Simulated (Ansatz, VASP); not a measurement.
# Cross-check of P between VASP and Ansatz

Aim: how closely do two programs agree when they are given the same cell, functional and k mesh? The cell is taken from a series of runs on this material, whose earlier steps may have relaxed, scaled, displaced or heated it; both programs get it as it stands.

Calculated with Ansatz 0.2.0; plane waves, with VASP 6.6.1 beside it; zone-centre phonons at PBEsol with D3(BJ).

### Step 1. The structure

The structure is orthorhombic, space group Cmce (No. 64). The conventional cell has a = 3.343 Å, b = 10.025 Å, c = 3.934 Å, α = 90.00°, β = 90.00°, γ = 90.00°. P has 3 P at 2.23 to 2.25 Å nearest.

### Step 2. Ansatz: zone-centre phonons, PBEsol with D3(BJ)

Ansatz runs on its PAW soft_1 files.

Second derivatives magnify differences that forces hide, and they need a tight electronic threshold.

input.yaml reads:

```yaml
crystal:
  lattice:
    - [1.6714368417, -5.0125328824, 0.0]
    - [1.6714368417, 5.0125328824, 0.0]
    - [0.0, 0.0, 3.9339419439]
  atoms:
    - { symbol: P, position: [0.890560249, 0.109439751, 0.0617525608] }
    - { symbol: P, position: [0.609439751, 0.390560249, 0.5617525608] }
    - { symbol: P, position: [0.109439751, 0.890560249, 0.9382474392] }
    - { symbol: P, position: [0.390560249, 0.609439751, 0.4382474392] }
kpoints:
  mp_grid: { grid: [12, 12, 12] }
hamiltonian:
  xc: pbesol
  dispersion: d3bj
  pseudopotentials: { kind: paw, azcp: { folder: soft_1 }, xc_functional: pbe }
scf:
  occupations: { method: methfessel_paxton, width: 0.2 }
output:
  eigenvalues: true
phonons:
  method: dfpt
```

Launch:

```sh
$ ansatz run input.yaml --threads 4 --pin off --max-ram 16384MiB --backend cpu --events-out ev --progress --plain --runs-dir out
```

Numbers of over 12 decimals in the logs are rounded to 6 here.

The program printed:

```text
zone centre: on kpoints.mp_grid the ground state, and the responses unless they are solved on pairs of k-points, stand on 476 of the mesh's 1728 k-points, reduced under 2 symmetry operations, with k and −k counted as one. Each operation leaves every solved displacement unchanged or reverses it
Engine: ansatz 0.2.0, x86_64-unknown-linux-gnu
Pseudopotentials: kind: paw
Pseudopotential: P, paw, valence charge 5, recommended cutoff 420 eV (normal), soft_1/P.paw.azcp
Functional definition: PBEsol
  exchange = pbesol_x
  correlation = pbesol_c
Crystal: 4 atoms, lattice volume = 65.918 Å³
Basis set: ecut = 420 eV, 1285 PW (Γ), exchange–correlation on 72×72×60 points (8 copies of the dense FFT grid, shifted against one another)
Bands: 14, of which v1, the nominal top of the filled ones, is band 10 counted from 1 (9 counted from 0)
Symmetry: 8 space group operations
k-points: 476 of 1728 (irreducible under 2 space group operations, time reversal used)
Non-local potential: P, projectors of the file, l = 0: 2, l = 1: 2, l = 2: 1
PAW form: soft (Blöchl's): semilocal exchange-correlation on the pseudo side does not see the compensation charge
PAW frozen core: P, regenerated for the run's functional, and the local potential with it (the file was generated under x = pbe(κ = 0.804, μ = 0.219515), c = pbe(β = 0.066725))
PAW one-centre angular grid: P, 110 points (default); XC on 64 Gauss nodes
Initial density: superposition of atomic densities (chi_scale 0.1, normalization cell)
Initial wavefunctions: pseudopotential atomic-orbital guess
Functional: x = pbesol(κ = 0.804, μ = 0.123457), c = pbesol(β = 0.046)
SCF iter   1: F=—  HF=-2961.645363 eV  |F-HF|=—  |Δ(HF+E_count)|=         —  Δρ=3.88e-2  dr2=5.94e-1  ethr=3.10e-3  ⟨swp⟩=7.1  Hψ=50161  notcnv=0
preconditioner: auto → Kerker (q_TF=auto, 2.236 Å⁻¹)  [metal: Δε(μ)=0.024 eV  Ē_g=9.189 eV  σ=0.200 eV  W_gap=0.10  n_scr=12 (ndim 8)  ℏωp=20.5 eV  f_vac=0.000  D(μ)=0.43/eV (n_scr^D=0)]
SCF iter   2: F=—  HF=-2961.536453 eV  |F-HF|=—  |Δ(HF+E_count)|=   1.09e-1  S|Δr|=    0.00e0  Δρ=2.30e-2  dr2=2.19e-1  ethr=2.97e-3  ⟨swp⟩=1.2  Hψ=10638  notcnv=0
SCF iter   3: F=—  HF=-2961.475831 eV  |F-HF|=—  |Δ(HF+E_count)|=   6.06e-2  S|Δr|=    0.00e0  Δρ=1.62e-3  dr2=1.12e-3  ethr=1.10e-3  ⟨swp⟩=2.1  Hψ=9884  notcnv=0
SCF iter   4: F=—  HF=-2961.476127 eV  |F-HF|=—  |Δ(HF+E_count)|=   2.97e-4  S|Δr|=    0.00e0  Δρ=3.95e-4  dr2=1.09e-4  ethr=5.60e-6  ⟨swp⟩=2.2  Hψ=11315  notcnv=0
SCF iter   5: F=—  HF=-2961.476148 eV  |F-HF|=—  |Δ(HF+E_count)|=   2.06e-5  S|Δr|=    0.00e0  Δρ=6.33e-5  dr2=2.49e-6  ethr=5.47e-7  ⟨swp⟩=2.5  Hψ=11543  notcnv=0
SCF iter   6: F=—  HF=-2961.476148 eV  |F-HF|=—  |Δ(HF+E_count)|=   1.36e-7  S|Δr|=    0.00e0  Δρ=1.01e-5  dr2=8.76e-8  ethr=1.24e-8  ⟨swp⟩=2.9  Hψ=11722  notcnv=0
SCF iter   7: F=—  HF=-2961.476148 eV  |F-HF|=—  |Δ(HF+E_count)|=   3.77e-9  S|Δr|=    0.00e0  Δρ=2.13e-6  dr2=6.76e-9  ethr=4.38e-10  ⟨swp⟩=2.6  Hψ=11750  notcnv=0
SCF iter   8: F=—  HF=-2961.476148 eV  |F-HF|=—  |Δ(HF+E_count)|=  6.03e-10  S|Δr|=    0.00e0  Δρ=3.93e-7  dr2=2.81e-10  ethr=3.38e-11  ⟨swp⟩=2.6  Hψ=10294  notcnv=0
SCF iter   9: F=-2961.476148 eV  HF=-2961.476148 eV  |F-HF|=9.09e-13  |Δ(HF+E_count)|=  5.50e-11  S|Δr|=    0.00e0  Δρ=9.69e-8  dr2=7.35e-12  ethr=1.00e-12  ⟨swp⟩=7.7  Hψ=50401  notcnv=0
SCF 1 converged in 9 iterations: F = -2961.476148 eV  dr2 = 7.35e-12
  greatest PAW one-centre occupation: 0.806 electrons in one spin orbital (limit 2), on the P atom at site 3 (counted from 0), in its partial waves of l = 0
DFPT response loops at Γ: preconditioner auto → Kerker (q_TF=auto, 2.236 Å⁻¹) (partly filled bands, converged f_vac=0.000); β = 1.00, the filter's whole step (`scf.mixing.beta` (0.50) is not read by the response loops under this deck's `scf.mixing.preconditioner`; to damp them name `kerker` or `kerker_dos`, under which they read `scf.mixing.beta`, and type it under 1.00, their step now; both keys bind the ground state too); Broyden in place of MSR1
SCF converged after 9 iterations
Stability not checked: this state was not tested for a lower state beside it, because cold or Methfessel-Paxton smearing, or corrected tetrahedra, fill the levels in a way that the test cannot read (fill_not_monotonic; see scf.lower_state_search)
Free energy (F): -2961.476148 eV
Harris-Foulkes:  -2961.476148 eV  (|F-HF|=9.09e-13)
Internal energy: -2961.477019 eV  (E = F + TS)
E sigma→0 (E₀):  -2961.476366 eV
Entropy (-TS):   0.000871 eV (0.218 meV/atom)
Fermi energy:    9.350141 eV
--- Per-component energies (eV) ---
  E_band       = 49.939452
  E_kinetic    = 276.152060
  E_local      = -171.539853  (includes V_loc(G=0)·N_el)
  E_nonlocal   = 130.563977
  E_hartree    = 45.565237
  E_xc         = -289.672323
  E_vxc        = -245.683021  (∫ρ·V_xc dr)
  E_paw        = -2172.661144  (= ΣΔE_a)
  E_vpaw       = -30.684207  (= ΣTr[D̂ρ^β])
  E_aug_tail   = -0.000001  (compensation charges beyond the density's cutoff)
  E_ewald      = -778.699686
  E_disp       = -1.369671  (pairwise vdW)
  E_core_change = 0.184385  (= ΣΔE_core)
  E_smearing   = 0.000871  (= −TS)
  E_closure    = 0.000000  (closes the sum)
  Σ components = -2961.476148   (vs F -2961.476148, Δ=0.00e0)
--- Band table (eV; the first three rows and the last of 476) ---
  k-point 0: bands = [... 6 lower, 5.5660, 6.4128, 6.4865, 8.0782, 10.5312, 10.7897, 11.1153, 13.2312]
  k-point 1: bands = [... 6 lower, 5.0636, 6.4333, 7.1442, 7.8150, 10.3759, 11.1316, 11.3020, 12.8910]
  k-point 2: bands = [... 6 lower, 5.1934, 6.4857, 7.2277, 8.0335, 10.5225, 11.0953, 12.0261, 12.2035]
  k-point 475: bands = [... 6 lower, 6.9701, 6.9701, 8.3311, 8.3311, 10.4031, 10.4031, 11.6742, 11.6742]
--- Phonons (Γ-DFPT): 3 representative perturbations + reference, on 476 of 1728 k-points (Σ response iterations 9) ---
  k mesh reduced under 2 symmetry operations, with k and −k counted as one. Each operation leaves every solved displacement unchanged or reverses it
  ASR residual: 1.938e-5 → 0.000e0 eV/Å²; symmetrization residual: 1.068e-6 eV/Å²
  pairwise dispersion correction: d3bj (s6 = 1.0, s8 = 2.9491, a1 = 0.4466, a2_bohr = 6.1742), with the weights of each atom's references fixed at the reference crystal's, and the forces and stress that the weights' published response gives there kept as a pressure on the atom's counted neighbours (hamiltonian.dispersion)
  ASR residual per site (eV/Å²): 1.94e-5 1.94e-5 1.94e-5 1.94e-5
  Γ frequencies (cm⁻¹): 0.00 0.00 0.00 66.02 170.52 204.49 362.39 372.86 397.95 399.76 417.78 445.84
  non-analytic LO–TO correction: not included (Born effective charges unavailable; polar crystals: no LO–TO splitting at Γ)
```

[end of part 1 of 2]

[Lines on the potential files, build, host, timing and source positions are cut from VASP's logs without a mark.]

[Logs are printed without paths, hosts, clocks, repeated set-up lines and the standing remarks that a program may print on its own settings, such as how far it seeks lower states.]

[Hosts, paths, dates, database ids (printed as entryN), source tags and the programs' standing remarks are cut or masked in the printed files.]
